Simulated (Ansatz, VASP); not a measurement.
# AlGaBi2 (CuAu-ordered zincblende type (invented)): VASP beside Ansatz

Wanted: the spread between two codes on one cell, functional and k mesh. The cell is generated by rule, not measured, and may not be a known phase. The cell is taken from a series of runs on this material, whose earlier steps may have relaxed, scaled, displaced or heated it; both programs get it as it stands.

Method: plane waves, with VASP 6.6.1 beside it; relaxation of cell and atoms at LDA, in Ansatz 0.2.0.

## Step 1: Set-up

The structure is tetragonal, space group P-4m2 (No. 115). Conventional cell: a = 4.450 Å, b = 4.450 Å, c = 6.293 Å, α = 90.00°, β = 90.00°, γ = 90.00°. Nearest to Al lie 4 Bi at 2.73 Å. Ga has 4 Bi at 2.73 Å nearest. Nearest to Bi lie 2 Al at 2.73 Å and 2 Ga at 2.73 Å. Farther neighbours are not listed.

Structure file:

```cif
data_structure
_symmetry_space_group_name_H-M 'P-4m2'
_symmetry_Int_Tables_number 115
_cell_length_a 4.4499
_cell_length_b 4.4499
_cell_length_c 6.2931
_cell_angle_alpha 90.000
_cell_angle_beta 90.000
_cell_angle_gamma 90.000
_cell_volume 124.61
loop_
_atom_site_label
_atom_site_type_symbol
_atom_site_symmetry_multiplicity
_atom_site_Wyckoff_symbol
_atom_site_fract_x
_atom_site_fract_y
_atom_site_fract_z
_atom_site_occupancy
Al1 Al 1 a 0.00000 0.00000 0.00000 1
Ga1 Ga 1 c 0.50000 0.50000 0.50000 1
Bi1 Bi 2 g 0.00000 0.50000 0.25000 1
```

## Step 2: Ansatz: relaxation of cell and atoms, LDA

Ansatz runs on its default PAW (the set named soft_2) files.

The relaxed volume is the usual yardstick between codes: in a stiff, nearly cubic crystal its relative difference is about their pressure difference at one cell divided by the bulk modulus.

File input.yaml:

```yaml
crystal:
  lattice:
    - [4.44991, 0.0, 0.0]
    - [0.0, 4.44991, 0.0]
    - [0.0, 0.0, 6.29312]
  atoms:
    - { symbol: Al, position: [0.0, 0.0, 0.0] }
    - { symbol: Ga, position: [0.5, 0.5, 0.5] }
    - { symbol: Bi, position: [0.0, 0.5, 0.25] }
    - { symbol: Bi, position: [0.5, 0.0, 0.75] }
kpoints:
  mp_grid: { grid: [10, 10, 8] }
hamiltonian:
  xc: lda
scf:
  occupations: { method: gaussian, width: 0.1 }
output:
  forces: true
  stress: true
  eigenvalues: true
relax:
  adjacent_minimum: "off"
  f_tol: 0.005
  max_steps: 80
  cell: { stress_tol: 0.05 }
```

Command:

```console
$ ansatz run input.yaml --threads 2 --pin off --max-ram 5120MiB --backend cpu --events-out ev --progress --plain --runs-dir out
```

Numbers of over 12 decimals in the logs are rounded to 6 here.

What it wrote:

```text
Engine: ansatz 0.2.0, aarch64-unknown-linux-gnu
Pseudopotentials: kind: paw
Pseudopotential: Al, paw, valence charge 3, recommended cutoff 420 eV (normal), Al.paw.azcp
Pseudopotential: Ga, paw, valence charge 13, recommended cutoff 420 eV (normal), Ga.paw.azcp
Pseudopotential: Bi, paw, valence charge 15, recommended cutoff 420 eV (normal), Bi.paw.azcp
Functional definition: SPW92
  exchange = slater_x
  correlation = pw_c
Crystal: 4 atoms, lattice volume = 124.614 Å³
Basis set: ecut = 420 eV, 2477 PW (Γ)
Bands: 28, of which v1, the nominal top of the filled ones, is band 23 counted from 1 (22 counted from 0)
Symmetry: 8 space group operations
Space group: P-4m2 (ITA 115), of the structure as read, at distance tolerance 5.0e-5 Å
k-points: 105 of 800 (time reversal used)
Non-local potential: Al, projectors of the file, l = 0: 2, l = 1: 2, l = 2: 1
Non-local potential: Ga, projectors of the file, l = 0: 2, l = 1: 2, l = 2: 3, l = 3: 1
Non-local potential: Bi, projectors of the file, l = 0: 2, l = 1: 2, l = 2: 2, l = 3: 2
PAW form: soft (Blöchl's): semilocal exchange-correlation on the pseudo side does not see the compensation charge
PAW frozen core: Al, regenerated for the run's functional, and the local potential with it (the file was generated under x = pbe(κ = 0.804, μ = 0.219515), c = pbe(β = 0.066725))
PAW frozen core: Ga, regenerated for the run's functional, and the local potential with it (the file was generated under x = pbe(κ = 0.804, μ = 0.219515), c = pbe(β = 0.066725))
PAW frozen core: Bi, regenerated for the run's functional, and the local potential with it (the file was generated under x = pbe(κ = 0.804, μ = 0.219515), c = pbe(β = 0.066725))
PAW one-centre angular grid: Al, 110 points (default); XC on 64 Gauss nodes
PAW one-centre angular grid: Ga, 590 points (default); XC on 64 Gauss nodes
PAW one-centre angular grid: Bi, 590 points (default); XC on 64 Gauss nodes
Initial density: superposition of atomic densities (neutral atoms: chi_scale 0, normalization atom), corrected by the library's trained network
Initial wavefunctions: pseudopotential atomic-orbital guess
Functional: x = slater, c = lda
SCF iter   1: F=—  HF=-28391.312626 eV  |F-HF|=—  |Δ(HF+E_count)|=         —  Δρ=3.66e-3  dr2=1.49e-2  ethr=1.77e-3  ⟨swp⟩=6.8  Hψ=13878  notcnv=0
preconditioner: auto → Kerker (q_TF=auto, 2.311 Å⁻¹)  [metal: Δε(μ)=0.123 eV  Ē_g=17.554 eV  σ=0.100 eV  W_gap=0.46  n_scr=28 (ndim 8)  ℏωp=22.6 eV  f_vac=0.050  D(μ)=0.23/eV (n_scr^D=0)]
SCF iter   2: F=—  HF=-28391.311572 eV  |F-HF|=—  |Δ(HF+E_count)|=   1.05e-3  Δρ=1.97e-3  dr2=6.28e-3  ethr=3.24e-5  ⟨swp⟩=2.3  Hψ=4803  notcnv=0
SCF iter   3: F=—  HF=-28391.311252 eV  |F-HF|=—  |Δ(HF+E_count)|=   3.19e-4  Δρ=7.05e-4  dr2=9.02e-4  ethr=1.36e-5  ⟨swp⟩=2.0  Hψ=4208  notcnv=0
SCF iter   4: F=—  HF=-28391.310887 eV  |F-HF|=—  |Δ(HF+E_count)|=   3.65e-4  Δρ=3.48e-4  dr2=2.84e-4  ethr=1.96e-6  ⟨swp⟩=2.0  Hψ=3637  notcnv=0
SCF iter   5: F=—  HF=-28391.310883 eV  |F-HF|=—  |Δ(HF+E_count)|=   4.72e-6  Δρ=1.02e-4  dr2=2.22e-5  ethr=6.18e-7  ⟨swp⟩=2.0  Hψ=4205  notcnv=0
SCF iter   6: F=—  HF=-28391.310885 eV  |F-HF|=—  |Δ(HF+E_count)|=   1.98e-6  Δρ=1.81e-5  dr2=7.97e-7  ethr=4.83e-8  ⟨swp⟩=2.0  Hψ=3503  notcnv=0
SCF iter   7: F=-28391.310885 eV  HF=-28391.310885 eV  |F-HF|=2.39e-8  |Δ(HF+E_count)|=   1.44e-7  Δρ=4.12e-6  dr2=6.47e-8  ethr=2.17e-10  ⟨swp⟩=7.6  Hψ=15357  notcnv=0
SCF 1 converged in 7 iterations: F = -28391.310885 eV  dr2 = 6.47e-8
  greatest PAW one-centre occupation: 0.995 electrons in one spin orbital (limit 2), on the Ga atom at site 1 (counted from 0), in its partial waves of l = 2
relax step   1: F+E_penalty+E_count = -28391.31088483 eV  Δ(F+E_penalty+E_count) = +0.000e0 eV  max|allowed force component| = 7.151e-2 eV/Å  Δτ_max = 0.0000 Å  P = -0.271 GPa  Ω = 124.614 Å³  (7 SCF iters, dr2 threshold 1.00e-7 eV, accepted)
[...]
relax step   2: F+E_penalty+E_count = -28391.31002713 eV  Δ(F+E_penalty+E_count) = +8.577e-4 eV  max|allowed force component| = 1.354e-1 eV/Å  Δτ_max = 0.0226 Å  P = +0.188 GPa  Ω = 123.367 Å³  energy of the carried Pulay correction = +1.858e-4 eV  (6 SCF iters, dr2 threshold 3.20e-7 eV, rejected (line search))
[...]
relax step   3: F+E_penalty+E_count = -28391.31221672 eV  Δ(F+E_penalty+E_count) = -1.332e-3 eV  max|allowed force component| = 1.030e-3 eV/Å  Δτ_max = 0.0078 Å  P = -0.004 GPa  Ω = 123.873 Å³  energy of the carried Pulay correction = +1.102e-4 eV  (9 SCF iters, accepted)
[...]
relax step   4: F+E_penalty+E_count = -28391.31210267 eV  Δ(F+E_penalty+E_count) = +1.140e-4 eV  max|allowed force component| = 1.032e-3 eV/Å  Δτ_max = 0.0000 Å  P = -0.005 GPa  Ω = 123.873 Å³  stress off target by 6.35e-3 GPa  SCF on the basis re-selected at this cell (its energy is not comparable with the rows above)  (4 SCF iters)
basis re-selected at this cell: Δ(F+E_penalty+E_count) = +1.140e-4 eV, ΔP = -0.000 GPa vs the last step (what re-selecting the basis moved, of the pressure what is left beyond the Pulay correction that the steps carried, after the strain that the cell walked since its last selection, with what the two solves' SCF thresholds leave and, on support functions, any second-order correction that the steps lacked; it is no m [...]
SCF converged after 4 iterations
Free energy (F): -28391.312103 eV
Harris-Foulkes:  -28391.312103 eV  (|F-HF|=2.55e-11)
Internal energy: -28391.311128 eV  (E = F + TS)
E sigma→0 (E₀):  -28391.311615 eV
Entropy (-TS):   -0.000974 eV (-0.244 meV/atom)
Fermi energy:    7.175420 eV
--- Per-component energies (eV) ---
  E_band       = -351.104123
  E_kinetic    = 747.291357
  E_local      = -5965.897906  (includes V_loc(G=0)·N_el)
  E_nonlocal   = 1560.818041
  E_hartree    = 2338.181654
  E_xc         = -407.184310
  E_vxc        = -374.911389  (∫ρ·V_xc dr)
  E_paw        = -23061.843611  (= ΣΔE_a)
  E_vpaw       = -994.766811  (= ΣTr[D̂ρ^β])
  E_aug_tail   = -0.001189  (compensation charges beyond the density's cutoff)
  E_ewald      = -3604.449591
  E_core_change = 1.774427  (= ΣΔE_core)
  E_smearing   = -0.000974  (= −TS)
  E_closure    = -0.000000  (closes the sum)
  Σ components = -28391.312103   (vs F -28391.312103, Δ=0.00e0)
--- Forces (eV/Å), atoms counted from 1 ---
  atom   1  Al     0.00000000     0.00000000     0.00000000
  atom   2  Ga     0.00000000     0.00000000     0.00000000
  atom   3  Bi    -0.00000000    -0.00000000     0.00103231
  atom   4  Bi    -0.00000000    -0.00000000    -0.00103231
  max |Σ_I F_I| component: 1.21e-17 eV/Å
--- Stress (GPa, compression-positive) ---
       -0.003813       0.000000       0.000000
        0.000000      -0.003813       0.000000
        0.000000       0.000000      -0.006352
  P = ⅓ Tr σ = -0.0047 GPa (-0.047 kbar)
--- Band table (eV; the first three rows and the last of 105) ---
  k-point 0: bands = [... 19 lower, 4.7823, 6.1794, 7.1842, 7.2004, 7.2004, 8.1224, 8.2974, 10.0048, ... 1 higher]
  k-point 1: bands = [... 19 lower, 4.8385, 5.5978, 7.0095, 7.0095, 7.6656, 8.1860, 8.4632, 9.7951, ... 1 higher]
  k-point 2: bands = [... 19 lower, 5.0052, 5.0052, 6.5809, 6.5809, 7.9578, 8.6720, 8.8714, 9.3962, ... 1 higher]
  k-point 104: bands = [... 19 lower, 3.9476, 4.0180, 4.2796, 4.2796, 10.7891, 10.8095, 10.8095, 11.2243, ... 1 higher]
--- Relaxed structure (3 steps of the walk, 2 accepted, 1 SCFs on fresh bases) ---
  F+E_penalty+E_count = -28391.31210267 eV   max|allowed force component| = 1.032e-3 eV/Å   (the final SCF, on the basis selected at the relaxed cell)
  cell:  # Å, volume = 123.8732 Å³
    - [4.442485, 0, -2.9426061086174236e-19]
    - [0, 4.442485, 0]
    - [-4.161471435211568e-19, 0, 6.276613]
  atoms:
    - { symbol: Al, position: [0, 0, 0.0] }
    - { symbol: Ga, position: [0.5, 0.5, 0.500000] }
    - { symbol: Bi, position: [0, 0.5, 0.251243] }
    - { symbol: Bi, position: [0.5, 0, 0.748757] }
```

Reading the cycles: dr2 is the Hartree energy of the density residual (eV), the measure of convergence; HF is the Harris–Foulkes estimate of the energy, which meets the free energy F at convergence.

## Step 3: VASP: relaxation of cell and atoms, LDA

The same cell, functional (in two slightly different forms), mesh and smearing now go to VASP, with its own data sets.

Lines of VASP's logs that name or quote its potential files are left out, and so is its time.

File INCAR:

```
SYSTEM = AlGaBi2
PREC = Accurate
ENCUT = 500
EDIFF = 1E-07
NELM = 120
ISMEAR = 0
SIGMA = 0.1
LREAL = .FALSE.
ALGO = Normal
GGA = PW92
NBANDS = 29
LORBIT = 11
LWAVE = .FALSE.
LCHARG = .FALSE.
ISIF = 3
IBRION = 2
NSW = 80
EDIFFG = -0.005
LASPH = .TRUE.
GGA_COMPAT = .FALSE.
NELMIN = 4
```

File POSCAR:

```
AlGaBi2
1.0
    4.4499100000      0.0000000000      0.0000000000
    0.0000000000      4.4499100000      0.0000000000
    0.0000000000      0.0000000000      6.2931200000
Al Ga Bi
1 1 2
Direct
    0.0000000000      0.0000000000      0.0000000000
    0.5000000000      0.5000000000      0.5000000000
    0.0000000000      0.5000000000      0.2500000000
    0.5000000000      0.0000000000      0.7500000000
```

File KPOINTS:

```
Automatic mesh
0
Gamma
10 10 8
0 0 0
```

Potentials, in the order of the species: Al, Ga_d and Bi_d (LDA family, release 64).

Command:

```console
$ mpirun -np 1 vasp_std
```

What it wrote:

```text
[banner, memory and clock lines left out]
running    1 mpi-ranks, on    1 nodes
 distrk:  each k-point on    1 cores,    1 groups
 distr:  one band on    1 cores,    1 groups

 POSCAR found type information on POSCAR AlGaBi
 POSCAR found :  3 types and       4 ions
|                                                                             |
|               ----> ADVICE to this user running VASP <----                  |
|                                                                             |
|     You enforced a specific xc type in the INCAR file but a different       |
|     [... a line on the potential file left out ...]
|     I HOPE YOU KNOW WHAT YOU ARE DOING!                                     |
|                                                                             |

 LDA part: xc-table for (Slater(with rela. corr.)+PW92), standard interpolation
 POSCAR, INCAR and KPOINTS ok, starting setup
 FFT: planning ... GRIDC
 FFT: planning ... GRID_SOFT
 FFT: planning ... GRID
 WAVECAR not read
 entering main loop
       N       E                     dE             d eps       ncg     rms          rms(c)
DAV:   1     0.434421104737E+03    0.43442E+03   -0.22767E+04  6095   0.192E+03
DAV:   2     0.318581681668E+02   -0.40256E+03   -0.39382E+03  6226   0.495E+02
DAV:   3    -0.148107061242E+02   -0.46669E+02   -0.45673E+02  7047   0.172E+02
DAV:   4    -0.167583161691E+02   -0.19476E+01   -0.19421E+01  7225   0.385E+01
DAV:   5    -0.168510500581E+02   -0.92734E-01   -0.92723E-01  9361   0.765E+00    0.295E+00
DAV:   6    -0.167022805600E+02    0.14877E+00   -0.12259E-01  8132   0.370E+00    0.167E+00
DAV:   7    -0.166352325299E+02    0.67048E-01   -0.12258E-01  7045   0.246E+00    0.247E-01
DAV:   8    -0.166358680934E+02   -0.63556E-03   -0.11766E-02  8737   0.102E+00    0.132E-01
DAV:   9    -0.166360197870E+02   -0.15169E-03   -0.77996E-04  7010   0.252E-01    0.209E-02
DAV:  10    -0.166360142717E+02    0.55152E-05   -0.85346E-05  9110   0.648E-02    0.169E-02
DAV:  11    -0.166360172851E+02   -0.30133E-05   -0.82169E-06  8197   0.182E-02    0.723E-03
DAV:  12    -0.166360178457E+02   -0.56064E-06   -0.80317E-07  7407   0.922E-03    0.240E-03
DAV:  13    -0.166360179550E+02   -0.10935E-06   -0.10536E-07  5062   0.231E-03    0.430E-04
DAV:  14    -0.166360179565E+02   -0.14934E-08   -0.15373E-08  3954   0.121E-03
   1 F= -.16636018E+02 E0= -.16635533E+02  d E =-.166360E+02
[...]
2 F= -.16636738E+02 E0= -.16636285E+02  d E =-.720400E-03
[...]
3 F= -.16636739E+02 E0= -.16636284E+02  d E =-.721012E-03
[...]
4 F= -.16636739E+02 E0= -.16636285E+02  d E =-.721210E-03
[...]
5 F= -.16636885E+02 E0= -.16636428E+02  d E =-.145349E-03
 trial-energy change:   -0.000145  1 .order   -0.000144   -0.000196   -0.000093
 step:   1.8040(harm=  1.8903)  dis= 0.00405  next Energy=   -16.636923 (dE=-0.184E-03)
 bond charge predicted
       N       E                     dE             d eps       ncg     rms          rms(c)
DAV:   1    -0.166368457658E+02    0.38763E-04   -0.48875E-02  7819   0.127E+00    0.557E-02
DAV:   2    -0.166369440840E+02   -0.98318E-04   -0.19949E-03  7146   0.351E-01    0.294E-02
DAV:   3    -0.166369257721E+02    0.18312E-04   -0.19930E-04  8911   0.130E-01    0.622E-03
DAV:   4    -0.166369256763E+02    0.95737E-07   -0.12038E-05  7331   0.293E-02    0.383E-03
DAV:   5    -0.166369254673E+02    0.20904E-06   -0.10921E-06  8857   0.714E-03    0.139E-03
DAV:   6    -0.166369254588E+02    0.84819E-08   -0.74371E-08  3770   0.237E-03
   6 F= -.16636925E+02 E0= -.16636466E+02  d E =-.186292E-03
 curvature:  -1.06 expect dE=-0.775E-06 dE for cont linesearch -0.267E-06
 trial: gam=-0.04626 g(F)=  0.103E-06 g(S)=  0.626E-06 ort = 0.749E-05 (trialstep = 0.116E+01)
 search vector abs. value=  0.514E-06
 reached required accuracy - stopping structural energy minimisation
```

From OUTCAR (step 3):

```text
ion  position               nearest neighbor table
   1  0.000  0.000  0.000-   3 2.73   4 2.73   3 2.73   4 2.73
   2  0.500  0.500  0.500-   3 2.73   4 2.73   4 2.73   3 2.73
   3  0.000  0.500  0.250-   1 2.73   2 2.73   1 2.73   2 2.73
   4  0.500  0.000  0.750-   1 2.73   2 2.73   2 2.73   1 2.73

  LATTYP: Found a simple tetragonal cell.
 ALAT       =     4.4499100000
 C/A-ratio  =     1.4142128717

 Subroutine GETGRP returns: Found  8 space group operations
 (whereof  8 operations were pure point group operations)

The static configuration has the point symmetry D_2d.

 Found    105 irreducible k-points:

   k-points           NKPTS =    105   k-points in BZ     NKDIM =    105   number of bands    NBANDS=     29

   dimension x,y,z NGX =    32 NGY =   32 NGZ =   48
   dimension x,y,z NGXF=    64 NGYF=   64 NGZF=   96

   ENCUT  =  500.0 eV  36.75 Ry    6.06 a.u.   8.11  8.11 11.47*2*pi/ulx,y,z

   NELECT =      46.0000    total number of electrons

 k-points in reciprocal lattice and weights: Automatic mesh
   0.00000000  0.00000000  0.00000000       0.001
   0.10000000  0.00000000  0.00000000       0.005
   0.20000000  0.00000000  0.00000000       0.005
   0.30000000  0.00000000  0.00000000       0.005
   0.40000000  0.00000000  0.00000000       0.005
   0.50000000  0.00000000  0.00000000       0.003
   0.10000000  0.10000000  0.00000000       0.005
   0.20000000  0.10000000  0.00000000       0.010
   0.30000000  0.10000000  0.00000000       0.010
[...]
0.50000000  0.40000000  0.50000000       0.005
   0.50000000  0.50000000  0.50000000       0.001

 average (electrostatic) potential at core
       1 -74.3082       2 -66.9303       3-105.9013       4-105.9013

 E-fermi :   4.6980

 k-point     1 :       0.0000    0.0000    0.0000
  band No.  band energies     occupation
    ...
     20       2.3005      2.00000
     21       3.7309      2.00000
     22       4.7034      0.93907
     23       4.7202      0.75354
     24       4.7202      0.75354
     25       5.6417      0.00000
     26       5.8140      0.00000
     27       7.5157      0.00000
     28       7.5161      0.00000
     29       7.5161      0.00000

 k-point     2 :       0.1000    0.0000    0.0000
  band No.  band energies     occupation
    ...
     19       1.9802      2.00000
     20       2.3610      2.00000
     21       2.9920      2.00000
     22       4.4549      1.99941
     23       4.6830      1.16805
     24       5.2083      0.00000
     25       5.7771      0.00000
     26       6.3218      0.00000
     27       7.5277      0.00000
     28       7.5751      0.00000
    ...

 k-point     3 :       0.2000    0.0000    0.0000
  band No.  band energies     occupation
    ...
     19       1.4627      2.00000
     20       1.9058      2.00000
     21       2.5386      2.00000
     22       3.8201      2.00000
     23       4.5587      1.95114
     24       5.6504      0.00000
     25       6.0145      0.00000
     26       7.5211      0.00000
     27       7.7574      0.00000
     28       7.7587      0.00000
    ...

  Total        0.0048507      0.0048507      0.0022036      0.0000000      0.0000000      0.0000000
  in kB        0.0626800      0.0626800      0.0284748      0.0000000      0.0000000      0.0000000
  external PRESSURE =       0.0512783 kB  Pullay stress =       0.0000000 kB

  energy-cutoff  :      500.00
  volume of cell :      123.99
      direct lattice vectors                 reciprocal lattice vectors
     4.443869392  0.000000000  0.000000000     0.225029116  0.000000000  0.000000000
     0.000000000  4.443869392  0.000000000     0.000000000  0.225029116  0.000000000
    -0.000000000  0.000000000  6.278670977    -0.000000000  0.000000000  0.159269375

 POSITION                                       TOTAL-FORCE (eV/Angst)
 -----------------------------------------------------------------------------------
     -0.00000      0.00000      0.00000        -0.000000      0.000000      0.000000
      2.22193      2.22193      3.13934         0.000000      0.000000      0.000000
     -0.00000      2.22193      1.57675        -0.000000      0.000000      0.001032
      2.22193      0.00000      4.70192         0.000000     -0.000000     -0.001032
 -----------------------------------------------------------------------------------
    total drift:                                0.000000      0.000000     -0.000000

  FREE ENERGIE OF THE ION-ELECTRON SYSTEM (eV)
  ---------------------------------------------------
  free  energy   TOTEN  =       -16.6369254588 eV

  energy  without entropy=      -16.6360071763  energy(sigma->0) =      -16.63646632

 reached required accuracy - stopping structural energy minimisation

 total charge
# of ion       s       p       d       tot
------------------------------------------
    1        0.445   0.345   0.000   0.790
    2        0.951   0.714   9.957  11.621
    3        1.453   1.644   9.904  13.001
    4        1.453   1.644   9.904  13.001
--------------------------------------------------
tot          4.302   4.347  29.765  38.414

[... 3 further parts left out ...]
```

## Step 4: Side by side

Known differences besides the potentials themselves: the cutoff is 420 eV in Ansatz and 500 eV in VASP; VASP's log shows a relativistic correction to its local exchange, Ansatz's none; Ansatz adds a Pulay correction to the stress that steers its cell, VASP none. Total energies have different zeros and are not compared.

Both answers:

```
                                         quantity  Ansatz    VASP  difference
                                      volume (Å³)  123.87  123.99     -0.10 %
edge a after relaxation, in the typed setting (Å)   4.442   4.444     -0.03 %
edge c after relaxation, in the typed setting (Å)   6.277   6.279     -0.03 %
```

## Step 5: What came out

* difference in volume (relaxation of cell and atoms, LDA): -0.095 %

In words: The difference in volume is -0.095 % (relaxation of cell and atoms, LDA), within the 1.2 % picked in this series as the mark of a large difference, as far as the stopping tolerances let one tell. How closely two codes agree says nothing of how well the functional describes the real material.

[Lines on the potential files, build, host, timing and source positions are cut from VASP's logs without a mark.]

[Logs are printed without paths, hosts, clocks, repeated set-up lines and the standing remarks that a program may print on its own settings, such as how far it seeks lower states.]

[Hosts, paths, dates, database ids (printed as entryN), source tags and the programs' standing remarks are cut or masked in the printed files.]
